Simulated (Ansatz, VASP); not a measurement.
**MgS (Niningerite) in two plane-wave programs**

Aim: how closely do two programs agree when they are given the same cell, functional and k mesh? The cell is taken from a series of runs on this material, whose earlier steps may have relaxed, scaled, displaced or heated it; both programs get it as it stands.

Calculated with Ansatz 0.2.0; plane waves, with VASP 6.6.1 beside it; relaxation of cell and atoms at PBE and zone-centre phonons at PBE.

**1. The starting structure**

Symmetry: Fm-3m, No. 225, cubic system. The conventional cell has a = 5.230 Å, b = 5.230 Å, c = 5.230 Å, α = 90.00°, β = 90.00°, γ = 90.00°. Nearest to Mg lie 6 S at 2.61 Å. Nearest to S lie 6 Mg at 2.61 Å. Farther neighbours and most contacts between anions are not listed.

Coordinates:

```cif
data_structure
_symmetry_space_group_name_H-M 'Fm-3m'
_symmetry_Int_Tables_number 225
_cell_length_a 5.2297
_cell_length_b 5.2297
_cell_length_c 5.2297
_cell_angle_alpha 90.000
_cell_angle_beta 90.000
_cell_angle_gamma 90.000
_cell_volume 143.03
loop_
_atom_site_label
_atom_site_type_symbol
_atom_site_symmetry_multiplicity
_atom_site_Wyckoff_symbol
_atom_site_fract_x
_atom_site_fract_y
_atom_site_fract_z
_atom_site_occupancy
Mg1 Mg 4 a 0.00000 0.00000 0.00000 1
S1 S 4 b 0.50000 0.00000 0.00000 1
```

**2. VASP: relaxation of cell and atoms, PBE**

The relaxed volume is the usual yardstick between codes: in a stiff, nearly cubic crystal its relative difference is about their pressure difference at one cell divided by the bulk modulus.

Lines of VASP's logs that name or quote its potential files are left out, and so is its time.

Contents of INCAR:

```
SYSTEM = MgS
PREC = Accurate
ENCUT = 600
EDIFF = 1E-07
NELM = 120
ISMEAR = 0
SIGMA = 0.01
LREAL = .FALSE.
ALGO = Normal
GGA = PE
NBANDS = 10
LORBIT = 11
LWAVE = .FALSE.
LCHARG = .FALSE.
ISIF = 3
IBRION = 2
NSW = 80
EDIFFG = -0.005
LASPH = .TRUE.
GGA_COMPAT = .FALSE.
NELMIN = 4
EFERMI = MIDGAP
KPAR = 2
```

Contents of POSCAR:

```
MgS
1.0
    0.0000000000      2.6148580000      2.6148580000
    2.6148580000      0.0000000000      2.6148580000
    2.6148580000      2.6148580000      0.0000000000
Mg S
1 1
Direct
    0.0000000000      0.0000000000      0.0000000000
    0.5000000000      0.5000000000      0.5000000000
```

Contents of KPOINTS:

```
Automatic mesh
0
Gamma
8 8 8
0 0 0
```

Potentials, in the order of the species: Mg and S (PBE family, release 64).

The run is started by

```sh
> mpirun -np 2 vasp_std
```

Numbers of over 12 decimals in the logs are rounded to 6 here.

What it wrote:

```text
[banner, memory and clock lines left out]
running    2 mpi-ranks, on    1 nodes
 distrk:  each k-point on    1 cores,    2 groups
 distr:  one band on    1 cores,    1 groups

 POSCAR found type information on POSCAR MgS
 POSCAR found :  2 types and       2 ions
 LDA part: xc-table for (Slater+PW92), standard interpolation
 POSCAR, INCAR and KPOINTS ok, starting setup
 FFT: planning ... GRIDC
 FFT: planning ... GRID_SOFT
 FFT: planning ... GRID
 WAVECAR not read
 entering main loop
       N       E                     dE             d eps       ncg     rms          rms(c)
DAV:   1     0.276601796766E+02    0.27660E+02   -0.41175E+03   580   0.755E+02
DAV:   2    -0.717962422805E+01   -0.34840E+02   -0.32934E+02   746   0.108E+02
DAV:   3    -0.890369482289E+01   -0.17241E+01   -0.17204E+01   714   0.279E+01
DAV:   4    -0.891520221591E+01   -0.11507E-01   -0.11506E-01   698   0.267E+00
DAV:   5    -0.891529445127E+01   -0.92235E-04   -0.92234E-04   698   0.231E-01    0.434E+00
DAV:   6    -0.854400757137E+01    0.37129E+00   -0.84997E-01   632   0.388E+00    0.339E+00
DAV:   7    -0.850356780689E+01    0.40440E-01   -0.22313E-01   662   0.218E+00    0.224E+00
DAV:   8    -0.850353976724E+01    0.28040E-04   -0.14973E-02   632   0.815E-01    0.961E-01
DAV:   9    -0.850325926937E+01    0.28050E-03   -0.76784E-04   640   0.175E-01    0.338E-01
DAV:  10    -0.850327830003E+01   -0.19031E-04   -0.23384E-04   652   0.759E-02    0.375E-02
DAV:  11    -0.850327499352E+01    0.33065E-05   -0.22791E-05   644   0.222E-02    0.210E-02
DAV:  12    -0.850327484442E+01    0.14910E-06   -0.72380E-07   702   0.565E-03    0.321E-03
DAV:  13    -0.850327479812E+01    0.46304E-07   -0.15443E-08   354   0.783E-04
   1 F= -.85032748E+01 E0= -.85032748E+01  d E =-.850327E+01
 curvature:   0.00 expect dE= 0.000E+00 dE for cont linesearch  0.000E+00
 trial: gam= 0.00000 g(F)=  0.342E-62 g(S)=  0.256E-03 ort = 0.000E+00 (trialstep = 0.100E+01)
 search vector abs. value=  0.256E-03
 bond charge predicted
       N       E                     dE             d eps       ncg     rms          rms(c)
DAV:   1    -0.850389560562E+01   -0.62076E-03   -0.10109E-02   598   0.545E-01    0.182E-01
DAV:   2    -0.850342637294E+01    0.46923E-03   -0.11967E-03   618   0.159E-01    0.619E-02
DAV:   3    -0.850337761495E+01    0.48758E-04   -0.29283E-04   634   0.826E-02    0.457E-02
DAV:   4    -0.850337765296E+01   -0.38008E-07   -0.22282E-06   620   0.109E-02    0.400E-02
DAV:   5    -0.850337974120E+01   -0.20882E-05   -0.13199E-06   614   0.794E-03    0.574E-03
DAV:   6    -0.850337949580E+01    0.24540E-06   -0.24146E-08   318   0.121E-03    0.316E-03
DAV:   7    -0.850337941816E+01    0.77642E-07   -0.29880E-09   306   0.383E-04
   2 F= -.85033794E+01 E0= -.85033794E+01  d E =-.104620E-03
 trial-energy change:   -0.000105  1 .order   -0.000102   -0.000256    0.000053
 step:   0.8370(harm=  0.8294)  dis= 0.00000  next Energy=    -8.503384 (dE=-0.109E-03)
 bond charge predicted
       N       E                     dE             d eps       ncg     rms          rms(c)
DAV:   1    -0.850339757587E+01   -0.18080E-04   -0.26756E-04   594   0.885E-02    0.296E-02
DAV:   2    -0.850338555593E+01    0.12020E-04   -0.31929E-05   620   0.260E-02    0.101E-02
DAV:   3    -0.850338402614E+01    0.15298E-05   -0.77895E-06   636   0.135E-02    0.736E-03
DAV:   4    -0.850338390485E+01    0.12129E-06   -0.56204E-08   384   0.178E-03    0.629E-03
DAV:   5    -0.850338330284E+01    0.60201E-06   -0.41292E-08   308   0.147E-03    0.717E-04
DAV:   6    -0.850338333253E+01   -0.29696E-07   -0.19721E-09   306   0.371E-04
   3 F= -.85033833E+01 E0= -.85033833E+01  d E =-.108534E-03
 curvature:  -0.41 expect dE=-0.279E-08 dE for cont linesearch -0.279E-08
 trial: gam= 0.00000 g(F)=  0.402E-64 g(S)=  0.673E-08 ort =-0.131E-05 (trialstep = 0.967E+00)
 search vector abs. value=  0.683E-08
 reached required accuracy - stopping structural energy minimisation
```

Parts of OUTCAR (step 2):

```text
ion  position               nearest neighbor table
   1  0.000  0.000  0.000-   2 2.61   2 2.61   2 2.61   2 2.61   2 2.61   2 2.61
   2  0.500  0.500  0.500-   1 2.61   1 2.61   1 2.61   1 2.61   1 2.61   1 2.61

  LATTYP: Found a face centered cubic cell.
 ALAT       =     5.2297160000

 Subroutine GETGRP returns: Found 48 space group operations
 (whereof 48 operations were pure point group operations)

The static configuration has the point symmetry O_h .

 Found     29 irreducible k-points:

   k-points           NKPTS =     29   k-points in BZ     NKDIM =     29   number of bands    NBANDS=     10

   dimension x,y,z NGX =    30 NGY =   30 NGZ =   30
   dimension x,y,z NGXF=    60 NGYF=   60 NGZF=   60

   ENCUT  =  600.0 eV  44.10 Ry    6.64 a.u.   7.39  7.39  7.39*2*pi/ulx,y,z

   NELECT =       8.0000    total number of electrons

 k-points in reciprocal lattice and weights: Automatic mesh
   0.00000000  0.00000000  0.00000000       0.002
   0.12500000  0.00000000  0.00000000       0.016
   0.25000000  0.00000000  0.00000000       0.016
   0.37500000  0.00000000  0.00000000       0.016
   0.50000000  0.00000000  0.00000000       0.008
   0.12500000  0.12500000  0.00000000       0.012
   0.25000000  0.12500000  0.00000000       0.047
   0.37500000  0.12500000  0.00000000       0.047
   0.50000000  0.12500000  0.00000000       0.047
[...]
-0.37500000  0.50000000  0.12500000       0.023
  -0.25000000  0.50000000  0.25000000       0.012

 average (electrostatic) potential at core
       1 -37.0243       2 -86.2243

 E-fermi :   4.9974

 k-point     1 :       0.0000    0.0000    0.0000
  band No.  band energies     occupation
      1      -8.9789      2.00000
      2       3.6223      2.00000
      3       3.6223      2.00000
      4       3.6223      2.00000
      5       7.2419      0.00000
      6      11.5838      0.00000
      7      11.5838      0.00000
      8      11.5838      0.00000
      9      13.9584      0.00000
    ...

 k-point     2 :       0.1250    0.0000    0.0000
  band No.  band energies     occupation
      1      -8.8307      2.00000
      2       2.5822      2.00000
      3       3.5238      2.00000
      4       3.5238      2.00000
      5       8.0485      0.00000
      6      11.2567      0.00000
      7      11.8254      0.00000
      8      11.8254      0.00000
      9      13.3155      0.00000
    ...

 k-point     3 :       0.2500    0.0000    0.0000
  band No.  band energies     occupation
      1      -8.4305      2.00000
      2       0.8446      2.00000
      3       3.3086      2.00000
      4       3.3086      2.00000
      5       8.5382      0.00000
      6      11.4293      0.00000
      7      11.4293      0.00000
      8      11.8609      0.00000
      9      13.8926      0.00000
    ...

  Total        0.0003051      0.0003051      0.0003051      0.0000000      0.0000000     -0.0000000
  in kB        0.0137177      0.0137177      0.0137177      0.0000000      0.0000000     -0.0000000
  external PRESSURE =       0.0137177 kB  Pullay stress =       0.0000000 kB

  energy-cutoff  :      600.00
  volume of cell :       35.63
      direct lattice vectors                 reciprocal lattice vectors
     0.000000000  2.611716800  2.611716800    -0.191444953  0.191444953  0.191444953
     2.611716800  0.000000000  2.611716800     0.191444953 -0.191444953  0.191444953
     2.611716800  2.611716800  0.000000000     0.191444953  0.191444953 -0.191444953

 POSITION                                       TOTAL-FORCE (eV/Angst)
 -----------------------------------------------------------------------------------
      0.00000      0.00000      0.00000        -0.000000     -0.000000     -0.000000
      2.61172      2.61172      2.61172         0.000000      0.000000      0.000000
 -----------------------------------------------------------------------------------
    total drift:                               -0.000000     -0.000000      0.000000

  FREE ENERGIE OF THE ION-ELECTRON SYSTEM (eV)
  ---------------------------------------------------
  free  energy   TOTEN  =        -8.5033833325 eV

  energy  without entropy=       -8.5033833325  energy(sigma->0) =       -8.50338333

 reached required accuracy - stopping structural energy minimisation

 total charge
# of ion       s       p       d       tot
------------------------------------------
    1        0.135   0.125   0.039   0.299
    2        1.314   2.497   0.000   3.811
--------------------------------------------------
tot          1.449   2.622   0.039   4.110

[... 3 further parts left out ...]
```

CONTCAR:

```
MgS
   1.00000000000000
     0.0000000000000000    2.6117167995355315    2.6117167995355315
     2.6117167995355315    0.0000000000000000    2.6117167995355315
     2.6117167995355315    2.6117167995355315    0.0000000000000000
  Mg              S
     1     1
Direct
     0.0000000000000000    0.0000000000000000    0.0000000000000000
     0.5000000000000000    0.5000000000000000    0.5000000000000000
```

**3. Ansatz: relaxation of cell and atoms, PBE**

Ansatz runs on its default PAW (the set named soft_2) files.

The same cell, functional and mesh now go to Ansatz, which takes its cutoff from its data sets.

Contents of input.yaml:

```yaml
crystal:
  lattice:
    - [0.0, 2.6148576574, 2.6148576574]
    - [2.6148576574, 0.0, 2.6148576574]
    - [2.6148576574, 2.6148576574, 0.0]
  atoms:
    - { symbol: Mg, position: [0.0, 0.0, 0.0] }
    - { symbol: S, position: [0.5, 0.5, 0.5] }
kpoints:
  mp_grid: { grid: [8, 8, 8] }
hamiltonian:
  xc: pbe
scf:
  occupations: { method: fixed }
output:
  forces: true
  stress: true
  eigenvalues: true
relax:
  adjacent_minimum: "off"
  f_tol: 0.001
  max_steps: 60
  cell: { stress_tol: 0.01 }
```

The run is started by

```sh
> ansatz run input.yaml --threads 4 --pin off --max-ram 7168MiB --backend cpu --events-out ev --progress --plain --runs-dir out
```

What it wrote:

```text
Engine: ansatz 0.2.0, aarch64-unknown-linux-gnu
Pseudopotentials: kind: paw
Pseudopotential: Mg, paw, valence charge 10, recommended cutoff 420 eV (normal), Mg.paw.azcp
Pseudopotential: S, paw, valence charge 6, recommended cutoff 420 eV (normal), S.paw.azcp
Functional definition: PBE
  parameter kappa = 0.804
  parameter beta = 0.066725
  exchange = pbe_x(kappa = kappa, mu = beta*pi^2/3)
  correlation = pbe_c(beta = beta)
Crystal: 2 atoms, lattice volume = 35.758 Å³
Basis set: ecut = 420 eV, 725 PW (Γ), exchange–correlation on 50×50×50 points (8 copies of the dense FFT grid, shifted against one another)
Bands: 12, of which v1, the nominal top of the filled ones, is band 8 counted from 1 (7 counted from 0)
Symmetry: 48 space group operations
Space group: Fm-3m (ITA 225), of the structure as read, at distance tolerance 3.3e-5 Å
k-points: 29 of 512
Non-local potential: Mg, projectors of the file, l = 0: 3, l = 1: 2, l = 2: 1
Non-local potential: S, projectors of the file, l = 0: 2, l = 1: 2, l = 2: 2
PAW form: soft (Blöchl's): semilocal exchange-correlation on the pseudo side does not see the compensation charge
PAW one-centre angular grid: Mg, 110 points (default); XC on 64 Gauss nodes
PAW one-centre angular grid: S, 110 points (default); XC on 64 Gauss nodes
Initial density: superposition of atomic densities (neutral atoms: chi_scale 0, normalization atom), corrected by the library's trained network
Initial wavefunctions: pseudopotential atomic-orbital guess
Functional: x = pbe(κ = 0.804, μ = 0.219515), c = pbe(β = 0.066725)
SCF iter   1: F=—  HF=-2828.748902 eV  |F-HF|=—  |Δ(HF+E_count)|=         —  Δρ=4.11e-4  dr2=4.67e-5  ethr=1.77e-3  ⟨swp⟩=5.7  Hψ=1885  notcnv=0  defer=44
preconditioner: auto → none  [insulator: Δε(μ)=2.750 eV  Ē_g=11.663 eV  n_scr=8 (ndim 8)  ℏωp=17.6 eV  f_vac=0.000  ε∞_Penn≈3.3]
SCF iter   2: F=—  HF=-2828.748742 eV  |F-HF|=—  |Δ(HF+E_count)|=   1.61e-4  Δρ=2.86e-4  dr2=3.69e-5  ethr=2.92e-7  ⟨swp⟩=3.0  Hψ=929  notcnv=0  defer=52
SCF iter   3: F=—  HF=-2828.748767 eV  |F-HF|=—  |Δ(HF+E_count)|=   2.59e-5  Δρ=1.94e-4  dr2=1.87e-5  ethr=2.31e-7  ⟨swp⟩=2.0  Hψ=464  notcnv=0  defer=54
SCF iter   4: F=—  HF=-2828.748763 eV  |F-HF|=—  |Δ(HF+E_count)|=   4.25e-6  Δρ=7.07e-5  dr2=2.42e-6  ethr=1.17e-7  ⟨swp⟩=2.1  Hψ=413  notcnv=0  defer=52
SCF iter   5: F=—  HF=-2828.748763 eV  |F-HF|=—  |Δ(HF+E_count)|=   6.16e-7  Δρ=1.93e-5  dr2=2.03e-7  ethr=1.52e-8  ⟨swp⟩=2.0  Hψ=432  notcnv=0  defer=52
SCF iter   6: F=-2828.748763 eV  HF=-2828.748763 eV  |F-HF|=2.91e-11  |Δ(HF+E_count)|=   7.11e-8  Δρ=2.65e-7  dr2=7.71e-12  ethr=6.25e-10  ⟨swp⟩=7.6  Hψ=1623  notcnv=0
SCF 1 converged in 6 iterations: F = -2828.748763 eV  dr2 = 7.71e-12
  greatest PAW one-centre occupation: 1.000 electrons in one spin orbital (limit 2), on the Mg atom at site 0 (counted from 0), in its partial waves of l = 0
relax step   1: F+E_penalty+E_count = -2828.74876254 eV  Δ(F+E_penalty+E_count) = +0.000e0 eV  max|allowed force component| = 1.374e-29 eV/Å  Δτ_max = 0.0000 Å  P = +0.004 GPa  Ω = 35.758 Å³  (6 SCF iters, dr2 threshold 1.00e-7 eV, accepted)
Initial density: handed on by an earlier stage of this run
Initial wavefunctions: pseudopotential atomic-orbital guess (no wavefunctions were taken with the density)
iter 1 solved again at ethr=4.78e-6 eV; its pass at ethr=3.10e-3 eV (dr2=7.66e-4 eV) is discarded
SCF iter   1: F=—  HF=-2828.748747 eV  |F-HF|=—  |Δ(HF+E_count)|=         —  Δρ=2.17e-6  dr2=1.25e-9  ethr=4.78e-6  ⟨swp⟩=2.1  Hψ=2583  notcnv=0  defer=51
eigensolver tolerance schedule: the retry pair's looser diagonalisation over-reported the residual by 614505.78 of it (diagonalisation noise at an unbounded share of the residual, at the tolerance the schedule requests for it); recorded, not acted on — ethr = c·dr2/N_el stays at c = 1.0e-1
preconditioner: auto → none  [insulator: Δε(μ)=2.758 eV  Ē_g=11.666 eV  n_scr=8 (ndim 8)  ℏωp=17.6 eV  f_vac=0.000  ε∞_Penn≈3.3]
SCF iter   2: F=—  HF=-2828.748763 eV  |F-HF|=—  |Δ(HF+E_count)|=   1.58e-5  Δρ=1.91e-6  dr2=1.22e-9  ethr=7.79e-12  ⟨swp⟩=4.0  Hψ=877  notcnv=0  defer=38
SCF iter   3: F=—  HF=-2828.748763 eV  |F-HF|=—  |Δ(HF+E_count)|=  4.37e-10  Δρ=1.03e-6  dr2=2.85e-10  ethr=7.64e-12  ⟨swp⟩=2.1  Hψ=538  notcnv=0  defer=38
SCF iter   4: F=—  HF=-2828.748763 eV  |F-HF|=—  |Δ(HF+E_count)|=  9.41e-11  Δρ=5.48e-7  dr2=6.70e-11  ethr=1.78e-12  ⟨swp⟩=2.0  Hψ=573  notcnv=0  defer=38
SCF iter   5: F=—  HF=-2828.748763 eV  |F-HF|=—  |Δ(HF+E_count)|=  1.05e-11  Δρ=1.98e-7  dr2=8.42e-12  ethr=4.19e-13 (applied; sched 1.00e-12)  ⟨swp⟩=2.7  Hψ=615  notcnv=0  defer=38
SCF iter   6: F=—  HF=-2828.748763 eV  |F-HF|=—  |Δ(HF+E_count)|=    0.00e0  Δρ=1.08e-7  dr2=2.77e-12  ethr=5.27e-14 (applied; sched 1.00e-12)  ⟨swp⟩=2.0  Hψ=560  notcnv=0  defer=38
SCF iter   7: F=—  HF=-2828.748763 eV  |F-HF|=—  |Δ(HF+E_count)|=    0.00e0  Δρ=6.56e-8  dr2=1.05e-12  ethr=1.73e-14 (applied; sched 1.00e-12)  ⟨swp⟩=1.9  Hψ=521  notcnv=0  defer=38
SCF iter   8: F=-2828.748763 eV  HF=-2828.748763 eV  |F-HF|=0.00e0  |Δ(HF+E_count)|=  4.55e-13  Δρ=2.82e-8  dr2=1.94e-13  ethr=1.00e-12  ⟨swp⟩=6.0  Hψ=1547  notcnv=0
SCF 2 converged in 8 iterations: F = -2828.748763 eV  dr2 = 1.94e-13
relax step   2: F+E_penalty+E_count = -2828.74876254 eV  Δ(F+E_penalty+E_count) = +3.133e-10 eV  max|allowed force component| = 2.439e-29 eV/Å  Δτ_max = 0.0000 Å  P = +0.004 GPa  Ω = 35.758 Å³  stress off target by 3.94e-3 GPa  SCF on the basis re-selected at this cell (its energy is not comparable with the rows above)  (8 SCF iters)
basis re-selected at this cell: Δ(F+E_penalty+E_count) = +3.133e-10 eV, ΔP = +0.000 GPa vs the last step (what re-selecting the basis moved, of the pressure what is left beyond the Pulay correction that the steps carried, after the strain that the cell walked since its last selection, with what the two solves' SCF thresholds leave and, on support functions, any second-order correction that the steps lacked; it is no  [...]
SCF converged after 8 iterations
Free energy (F): -2828.748763 eV
Harris-Foulkes:  -2828.748763 eV  (|F-HF|=0.00e0)
Internal energy: -2828.748763 eV  (E = F + TS)
E sigma→0 (E₀):  -2828.748763 eV
Fermi energy:    6.214757 eV
--- Per-component energies (eV) ---
  E_band       = -334.528411
  E_kinetic    = 184.899560
  E_local      = -1673.490904  (includes V_loc(G=0)·N_el)
  E_nonlocal   = 123.390082
  E_hartree    = 595.613176
  E_xc         = -127.571605
  E_vxc        = -126.804399  (∫ρ·V_xc dr)
  E_paw        = -893.120985  (= ΣΔE_a)
  E_vpaw       = -33.749089  (= ΣTr[D̂ρ^β])
  E_aug_tail   = -0.000001  (compensation charges beyond the density's cutoff)
  E_ewald      = -1038.468085
  E_smearing   = -0.000000  (= −TS)
  E_closure    = 0.000000  (closes the sum)
  Σ components = -2828.748763   (vs F -2828.748763, Δ=0.00e0)
--- Forces (eV/Å), atoms counted from 1 ---
  atom   1  Mg     0.00000000    -0.00000000     0.00000000
  atom   2  S     -0.00000000     0.00000000    -0.00000000
  max |Σ_I F_I| component: 3.96e-29 eV/Å
--- Stress (GPa, compression-positive) ---
        0.003936      -0.000000       0.000000
        0.000000       0.003936       0.000000
        0.000000       0.000000       0.003936
  P = ⅓ Tr σ = 0.0039 GPa (0.039 kbar)
--- Band table (eV; the first three rows and the last of 29) ---
  k-point 0: bands = [... 4 lower, -6.3657, 6.2148, 6.2148, 6.2148, 9.8185, 14.1403, 14.1403, 14.1403]
  k-point 1: bands = [... 4 lower, -6.2174, 5.1789, 6.1169, 6.1169, 10.6246, 13.8205, 14.3795, 14.3795]
  k-point 2: bands = [... 4 lower, -5.8174, 3.4493, 5.9031, 5.9031, 11.1194, 13.9918, 13.9918, 14.4224]
  k-point 28: bands = [... 4 lower, -4.6953, 3.0596, 3.0596, 3.9035, 11.4074, 14.1241, 14.1241, 14.2162]
--- Relaxed structure (1 steps of the walk, 1 accepted, 1 SCFs on fresh bases) ---
  F+E_penalty+E_count = -2828.74876254 eV   max|allowed force component| = 2.439e-29 eV/Å   (the final SCF, on the basis selected at the relaxed cell)
  cell:  # Å, volume = 35.7581 Å³
    - [0.0, 2.6148576574, 2.6148576574]
    - [2.6148576574, 0.0, 2.6148576574]
    - [2.6148576574, 2.6148576574, 0.0]
  atoms:
    - { symbol: Mg, position: [0.0, 0.0, 0.0] }
    - { symbol: S, position: [0.500000, 0.500000, 0.500000] }
```

**4. Comparison**

Known differences besides the potentials themselves: fixed occupations in Ansatz, narrow Gaussian smearing in VASP; the data sets hold 16 valence electrons in Ansatz (on its default PAW (the set named soft_2) files) and 8 in VASP; the cutoff is 420 eV in Ansatz and 600 eV in VASP; Ansatz adds a Pulay correction to the stress that steers its cell, VASP none. Total energies have different zeros and are not compared.

Compared:

```tsv
quantity	Ansatz	VASP	difference
volume (Å³)	35.76	35.63	+0.36 %
edge a after relaxation, in the typed setting (Å)	3.698	3.693	+0.12 %
```

(Part 1 of 2 ends here.)

[Lines on the potential files, build, host, timing and source positions are cut from VASP's logs without a mark.]

[Logs are printed without paths, hosts, clocks, repeated set-up lines and the standing remarks that a program may print on its own settings, such as how far it seeks lower states.]

[Hosts, paths, dates, database ids (printed as entryN), source tags and the programs' standing remarks are cut or masked in the printed files.]
